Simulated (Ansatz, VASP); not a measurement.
**Cross-check of BaNaCeNbO6 between VASP and Ansatz**

Aim: how closely do two programs agree when they are given the same cell, functional and k mesh? The cell is taken from a series of runs on this material, whose earlier steps may have relaxed, scaled, displaced or heated it; both programs get it as it stands.

Program: Ansatz 0.2.0. Level of theory: plane waves, with VASP 6.6.1 beside it; dielectric response at PBE. Results are calculated unless marked as measured.

## Step 1: Set-up

Symmetry: F-43m, No. 216, cubic system. Conventional cell: a = 8.525 Å, b = 8.525 Å, c = 8.525 Å, α = 90.00°, β = 90.00°, γ = 90.00°. Na has 12 O at 3.02 Å nearest. Nearest to Ba lie 12 O at 3.02 Å. Ce has 6 O at 2.24 Å nearest. Nearest to Nb lie 6 O at 2.02 Å. Nearest to O lie 1 Nb at 2.02 Å and 1 Ce at 2.24 Å and 2 Na at 3.02 Å and 2 Ba at 3.02 Å. Farther neighbours and most contacts between anions are not listed.

Structure file:

```cif
data_structure
_symmetry_space_group_name_H-M 'F-43m'
_symmetry_Int_Tables_number 216
_cell_length_a 8.5251
_cell_length_b 8.5251
_cell_length_c 8.5251
_cell_angle_alpha 90.000
_cell_angle_beta 90.000
_cell_angle_gamma 90.000
_cell_volume 619.57
loop_
_atom_site_label
_atom_site_type_symbol
_atom_site_symmetry_multiplicity
_atom_site_Wyckoff_symbol
_atom_site_fract_x
_atom_site_fract_y
_atom_site_fract_z
_atom_site_occupancy
Na1 Na 4 d 0.25000 0.25000 0.75000 1
Ba1 Ba 4 c 0.25000 0.25000 0.25000 1
Ce1 Ce 4 a 0.00000 0.00000 0.00000 1
Nb1 Nb 4 b 0.50000 0.00000 0.00000 1
O1 O 24 f 0.26290 0.00000 0.00000 1
```

## Step 2: Ansatz: dielectric response, PBE

Ansatz runs on its PAW soft_1 files.

The response to a field tests empty states and converges slowly with the mesh.

Contents of input.yaml:

```yaml
crystal:
  lattice:
    - [0.0, 4.26253043, 4.26253043]
    - [4.26253043, 0.0, 4.26253043]
    - [4.26253043, 4.26253043, 0.0]
  atoms:
    - { symbol: Na, position: [0.25, 0.25, 0.25] }
    - { symbol: Ba, position: [0.75, 0.75, 0.75] }
    - { symbol: Ce, position: [0.0, 0.0, 0.0] }
    - { symbol: Nb, position: [0.5, 0.5, 0.5] }
    - { symbol: O, position: [0.73710248, 0.26289752, 0.26289752] }
    - { symbol: O, position: [0.26289752, 0.73710248, 0.73710248] }
    - { symbol: O, position: [0.73710248, 0.73710248, 0.26289752] }
    - { symbol: O, position: [0.26289752, 0.26289752, 0.73710248] }
    - { symbol: O, position: [0.26289752, 0.73710248, 0.26289752] }
    - { symbol: O, position: [0.73710248, 0.26289752, 0.73710248] }
kpoints:
  mp_grid: { grid: [4, 4, 4] }
hamiltonian:
  xc: pbe
  pseudopotentials: { kind: paw, azcp: { folder: soft_1 } }
scf:
  occupations: { method: fixed }
dielectric: {}
```

Started as:

```console
ansatz run input.yaml --threads 2 --pin off --max-ram 92160MiB --backend cuda --events-out ev --progress --plain --runs-dir out --devices 1 --max-vram 13GiB
```

Numbers of over 12 decimals in the logs are rounded to 6 here.

Output:

```text
GPUs: using 1 of 1 available (devices: 1).
Engine: ansatz 0.2.0, x86_64-unknown-linux-gnu
Pseudopotentials: kind: paw
Pseudopotential: Na, paw, valence charge 9, recommended cutoff 420 eV (normal), soft_1/Na.paw.azcp
Pseudopotential: Ba, paw, valence charge 10, recommended cutoff 420 eV (normal), soft_1/Ba.paw.azcp
Pseudopotential: Ce, paw, valence charge 12, recommended cutoff 420 eV (normal), soft_1/Ce.paw.azcp
Pseudopotential: Nb, paw, valence charge 13, recommended cutoff 420 eV (normal), soft_1/Nb.paw.azcp
Pseudopotential: O, paw, valence charge 6, recommended cutoff 420 eV (normal), soft_1/O.paw.azcp
Functional definition: PBE
  parameter kappa = 0.804
  parameter beta = 0.066725
  exchange = pbe_x(kappa = kappa, mu = beta*pi^2/3)
  correlation = pbe_c(beta = beta)
device memory: the entry about to start is reckoned to put 2.6 GiB on a device that reports 23.2 GiB free (of which the cap on the GPU budget leaves the run 13.0 GiB)
GPU FFT provider: cuFFT
GPU libraries: cuBLAS 13.8.2, cuFFT 12.4.0, cuSOLVER 12.3.4
Crystal: 10 atoms, lattice volume = 154.893 Å³
Basis set: ecut = 420 eV, 2975 PW (Γ), exchange–correlation on 90×90×90 points (8 copies of the dense FFT grid, shifted against one another)
Bands: 50, of which v1, the nominal top of the filled ones, is band 40 counted from 1 (39 counted from 0)
Symmetry: 24 space group operations
k-points: 18 of 64 (irreducible under 4 space group operations, time reversal used)
Non-local potential: Na, projectors of the file, l = 0: 3, l = 1: 2, l = 2: 1
Non-local potential: Ba, projectors of the file, l = 0: 3, l = 1: 2, l = 2: 2, l = 3: 2
Non-local potential: Ce, projectors of the file, l = 0: 3, l = 1: 2, l = 2: 2, l = 3: 3
Non-local potential: Nb, projectors of the file, l = 0: 3, l = 1: 2, l = 2: 2, l = 3: 1
Non-local potential: O, projectors of the file, l = 0: 2, l = 1: 2, l = 2: 1
PAW form: soft (Blöchl's): semilocal exchange-correlation on the pseudo side does not see the compensation charge
PAW one-centre angular grid: Na, 110 points (default); XC on 64 Gauss nodes
PAW one-centre angular grid: Ba, 194 points (default); XC on 64 Gauss nodes
PAW one-centre angular grid: Ce, 590 points (default); XC on 64 Gauss nodes
PAW one-centre angular grid: Nb, 590 points (default); XC on 64 Gauss nodes
PAW one-centre angular grid: O, 110 points (default); XC on 64 Gauss nodes
Initial density: superposition of atomic densities (chi_scale 0.1, normalization cell, long waves kept (reshape's long-wave potential 0.01 eV rms))
Initial wavefunctions: pseudopotential atomic-orbital guess
GPU buffer pool allocated for 91125 grid points (all kernels)
GPU transforms: local potential and band sums: pruned to the plane-wave sphere, on 45×45×45
Functional: x = pbe(κ = 0.804, μ = 0.219515), c = pbe(β = 0.066725)
SCF iter   1: F=—  HF=-21987.200640 eV  |F-HF|=—  |Δ(HF+E_count)|=         —  Δρ=1.28e-1  dr2=5.78e1  ethr=3.10e-3  ⟨swp⟩=4.0  Hψ=3062  notcnv=0  defer=63
preconditioner: auto → Resta (q_TF=auto, 2.444 Å⁻¹)  ε∞=7.2  [insulator: Δε(μ)=0.219 eV  Ē_g=9.256 eV  n_scr=26 (ndim 8)  ℏωp=23.1 eV  f_vac=0.000  ε∞_Penn≈7.2]
SCF iter   2: F=—  HF=-21988.666586 eV  |F-HF|=—  |Δ(HF+E_count)|=    1.47e0  Δρ=1.06e-1  dr2=1.92e1  ethr=3.10e-3  ⟨swp⟩=4.0  Hψ=2533  notcnv=0  defer=119
SCF iter   3: F=—  HF=-21983.691881 eV  |F-HF|=—  |Δ(HF+E_count)|=    4.97e0  Δρ=5.95e-2  dr2=5.70e0  ethr=3.10e-3  ⟨swp⟩=3.5  Hψ=2439  notcnv=0  defer=126
SCF iter   4: F=—  HF=-21982.951201 eV  |F-HF|=—  |Δ(HF+E_count)|=   7.41e-1  Δρ=7.23e-2  dr2=1.36e1  ethr=3.10e-3  ⟨swp⟩=3.7  Hψ=2860  notcnv=0  defer=108
SCF iter   5: F=—  HF=-21982.114383 eV  |F-HF|=—  |Δ(HF+E_count)|=   8.37e-1  Δρ=7.30e-3  dr2=2.01e-1  ethr=3.10e-3  ⟨swp⟩=3.0  Hψ=1375  notcnv=0  defer=83
SCF iter   6: F=—  HF=-21982.258989 eV  |F-HF|=—  |Δ(HF+E_count)|=   1.45e-1  Δρ=2.73e-2  dr2=1.76e0  ethr=2.51e-4  ⟨swp⟩=2.8  Hψ=1819  notcnv=0  defer=113
SCF iter   7: F=—  HF=-21982.106743 eV  |F-HF|=—  |Δ(HF+E_count)|=   1.52e-1  Δρ=5.02e-3  dr2=6.40e-2  ethr=2.51e-4  ⟨swp⟩=3.1  Hψ=1716  notcnv=0  defer=121
SCF iter   8: F=—  HF=-21982.099835 eV  |F-HF|=—  |Δ(HF+E_count)|=   6.91e-3  Δρ=2.40e-3  dr2=1.34e-2  ethr=7.99e-5  ⟨swp⟩=2.4  Hψ=996  notcnv=0  defer=114
SCF iter   9: F=—  HF=-21982.098010 eV  |F-HF|=—  |Δ(HF+E_count)|=   1.82e-3  Δρ=5.36e-4  dr2=6.28e-4  ethr=1.68e-5  ⟨swp⟩=3.2  Hψ=1157  notcnv=0  defer=128
SCF iter  10: F=—  HF=-21982.097797 eV  |F-HF|=—  |Δ(HF+E_count)|=   2.13e-4  Δρ=1.88e-4  dr2=8.55e-5  ethr=7.86e-7  ⟨swp⟩=2.0  Hψ=1486  notcnv=0  defer=134
[...]
SCF iter  14: F=—  HF=-21982.097934 eV  |F-HF|=—  |Δ(HF+E_count)|=   3.86e-9  Δρ=5.02e-7  dr2=4.00e-10  ethr=9.75e-12  ⟨swp⟩=2.0  Hψ=1538  notcnv=0  defer=60
SCF iter  15: F=—  HF=-21982.097934 eV  |F-HF|=—  |Δ(HF+E_count)|=  1.96e-10  Δρ=3.42e-7  dr2=1.60e-10  ethr=1.00e-12  ⟨swp⟩=9.8  Hψ=3288  notcnv=0
SCF iter  16: F=-21982.097934 eV  HF=-21982.097934 eV  |F-HF|=3.64e-12  |Δ(HF+E_count)|=  4.37e-11  Δρ=7.64e-8  dr2=1.05e-11  ethr=1.00e-12  ⟨swp⟩=2.0  Hψ=1512  notcnv=0
SCF 1 converged in 16 iterations: F = -21982.097934 eV  dr2 = 1.05e-11
  greatest PAW one-centre occupation: 0.999 electrons in one spin orbital (limit 2), on the Na atom at site 0 (counted from 0), in its partial waves of l = 0
[...]
device memory: the entry about to start is reckoned to put 1.7 GiB (of the 1.7 GiB reckoned in all, the device holds 0.1 GiB already) on a device that reports 22.0 GiB free (of which the cap on the GPU budget leaves the run 12.9 GiB)
DFPT response loops at Γ: preconditioner auto → Resta (q_TF=auto, 2.444 Å⁻¹)  ε∞=5.4 (no band partly filled); β = 1.00, the filter's whole step (`scf.mixing.beta` (0.50) is not read by the response loops at its default; to damp them type it under 1.00, their step now; it binds the ground state too); Broyden in place of MSR1
── the response to a field inside a basis, on 4×4×4 k-points: an SCF that follows is theirs, and a resumed run solves both again ──
device memory: the entry about to start is reckoned to put 0.4 GiB on a device that reports 36.8 GiB free (of which the cap on the GPU budget leaves the run 12.9 GiB)
GPU FFT provider: cuFFT
GPU libraries: cuBLAS 13.8.2, cuFFT 12.4.0, cuSOLVER 12.3.4
Bands: 41, of which v1, the nominal top of the filled ones, is band 40 counted from 1 (39 counted from 0)
k-points: 10 of 64 (irreducible under 6 space group operations, time reversal used)
Initial density: handed on by an earlier stage of this run
Initial wavefunctions: pseudopotential atomic-orbital guess (no wavefunctions were taken with the density)
GPU buffer pool allocated for 91125 grid points (all kernels)
GPU transforms: band sums: pruned to the plane-wave sphere, on 45×45×45
Eigensolver: Dense (10 Hₖ)
SCF iter   1: F=—  HF=-21981.826765 eV  |F-HF|=—  |Δ(HF+E_count)|=         —  Δρ=4.60e-4  dr2=1.20e-4  ethr=1.00e-1
preconditioner: auto → Resta (q_TF=auto, 2.444 Å⁻¹)  ε∞=6.5  [insulator: Δε(μ)=2.087 eV  Ē_g=10.321 eV  n_scr=26 (ndim 8)  ℏωp=24.2 eV  f_vac=0.040  ε∞_Penn≈6.5]
SCF iter   2: F=—  HF=-21981.826848 eV  |F-HF|=—  |Δ(HF+E_count)|=   8.29e-5  Δρ=2.81e-4  dr2=6.54e-5  ethr=1.51e-7
SCF iter   3: F=—  HF=-21981.826900 eV  |F-HF|=—  |Δ(HF+E_count)|=   5.26e-5  Δρ=2.26e-4  dr2=1.23e-4  ethr=8.18e-8
SCF iter   4: F=—  HF=-21981.826888 eV  |F-HF|=—  |Δ(HF+E_count)|=   1.20e-5  Δρ=4.77e-5  dr2=3.49e-6  ethr=8.18e-8
SCF iter   5: F=—  HF=-21981.826889 eV  |F-HF|=—  |Δ(HF+E_count)|=   2.86e-7  Δρ=2.54e-5  dr2=1.13e-6  ethr=4.36e-9
SCF iter   6: F=—  HF=-21981.826889 eV  |F-HF|=—  |Δ(HF+E_count)|=   2.72e-7  Δρ=1.19e-5  dr2=3.20e-7  ethr=1.41e-9
SCF iter   7: F=-21981.826889 eV  HF=-21981.826889 eV  |F-HF|=4.63e-9  |Δ(HF+E_count)|=   4.43e-8  Δρ=1.96e-6  dr2=1.62e-8  ethr=4.00e-10
SCF 1 converged in 7 iterations: F = -21981.826889 eV  dr2 = 1.62e-8
device memory: the entry about to start is reckoned to put 0.1 GiB on a device that reports 35.8 GiB free (of which the cap on the GPU budget leaves the run 12.9 GiB)
device memory: the entry about to start is reckoned to put 2.1 GiB on a device that reports 35.6 GiB free (of which the cap on the GPU budget leaves the run 12.7 GiB)
DFPT response loops at Γ: mixed as the last ones told, above
SCF converged after 16 iterations
Free energy (F): -21982.097934 eV
Harris-Foulkes:  -21982.097934 eV  (|F-HF|=3.64e-12)
Internal energy: -21982.097934 eV  (E = F + TS)
E sigma→0 (E₀):  -21982.097934 eV
Fermi energy:    7.559642 eV
--- Per-component energies (eV) ---
  E_band       = -451.817884
  E_kinetic    = 1892.500803
  E_local      = -5275.106162  (includes V_loc(G=0)·N_el)
  E_nonlocal   = 870.444950
  E_hartree    = 1877.927364
  E_xc         = -981.248359
  E_vxc        = -1101.348396  (∫ρ·V_xc dr)
  E_paw        = -15116.125165  (= ΣΔE_a)
  E_vpaw       = -594.168389  (= ΣTr[D̂ρ^β])
  E_aug_tail   = 0.004539  (compensation charges beyond the density's cutoff)
  E_ewald      = -5250.495903
  E_smearing   = -0.000000  (= −TS)
  E_closure    = 0.000000  (closes the sum)
  Σ components = -21982.097934   (vs F -21982.097934, Δ=0.00e0)
--- Band table (eV; the first three rows and the last of 18) ---
  k-point 0: bands = [... 36 lower, 6.9150, 7.5596, 7.5596, 7.5596, 9.5842, 9.8839, 9.8839, 9.8839, ... 6 higher]
  k-point 1: bands = [... 36 lower, 6.6143, 7.3614, 7.3614, 7.3932, 9.5903, 9.7372, 9.7372, 9.9142, ... 6 higher]
  k-point 2: bands = [... 36 lower, 6.8288, 7.0726, 7.0726, 7.1354, 9.5951, 9.6739, 9.6739, 9.9425, ... 6 higher]
  k-point 17: bands = [... 36 lower, 6.8149, 6.9887, 7.2570, 7.3594, 9.5992, 9.8192, 9.8250, 9.8525, ... 6 higher]
--- Dielectric response (ions clamped): 3 representative field directions + reference, inside a basis on a mesh of 64 k-points (Σ response iterations 18) ---
  ε∞ (high-frequency dielectric tensor):
        5.619881    -0.000000    -0.000000
       -0.000000     5.619881     0.000000
       -0.000000     0.000000     5.619881
  Born effective charges Z* (e; rows j = field, columns β = displacement):
    site 0:
         1.20465   -0.00000    0.00000
        -0.00000    1.20465    0.00000
        -0.00000    0.00000    1.20465
    site 1:
         2.69486   -0.00000    0.00000
        -0.00000    2.69486    0.00000
        -0.00000    0.00000    2.69486
    site 2:
         6.42651   -0.00000    0.00000
         0.00000    6.42651    0.00000
         0.00000    0.00000    6.42651
    site 3:
         8.37664   -0.00000   -0.00000
        -0.00000    8.37664    0.00000
         0.00000    0.00000    8.37664
    site 4:
        -6.11382   -0.00000   -0.00000
         0.00000   -1.61875    0.25579
        -0.00000    0.25579   -1.61875
    site 5:
        -6.11382   -0.00000    0.00000
        -0.00000   -1.61875   -0.25579
         0.00000   -0.25579   -1.61875
    site 6:
        -1.61875   -0.25579   -0.00000
        -0.25579   -1.61875    0.00000
        -0.00000   -0.00000   -6.11382
    site 7:
        -1.61875    0.25579    0.00000
         0.25579   -1.61875   -0.00000
         0.00000    0.00000   -6.11382
    site 8:
        -1.61875   -0.00000    0.25579
         0.00000   -6.11382    0.00000
         0.25579    0.00000   -1.61875
    site 9:
        -1.61875   -0.00000   -0.25579
        -0.00000   -6.11382   -0.00000
        -0.25579   -0.00000   -1.61875
  Z* charge neutrality: 2.686e-3 e pre-enforcement
  solved inside a basis spanned on kpoints, on 4×4×4 k-points, its susceptibility summed on 8×8×8: ε∞ is read to err by 2.8e-2, Z* by 3.1e-2 e (field_mesh: kpoints solves on kpoints); Z* is corrected for what the basis lacks
```

(Part 1 of 2 ends here.)

[Lines on the potential files, build, host, timing and source positions are cut from VASP's logs without a mark.]

[Logs are printed without paths, hosts, clocks, repeated set-up lines and the standing remarks that a program may print on its own settings, such as how far it seeks lower states.]

[Hosts, paths, dates, database ids (printed as entryN), source tags and the programs' standing remarks are cut or masked in the printed files.]
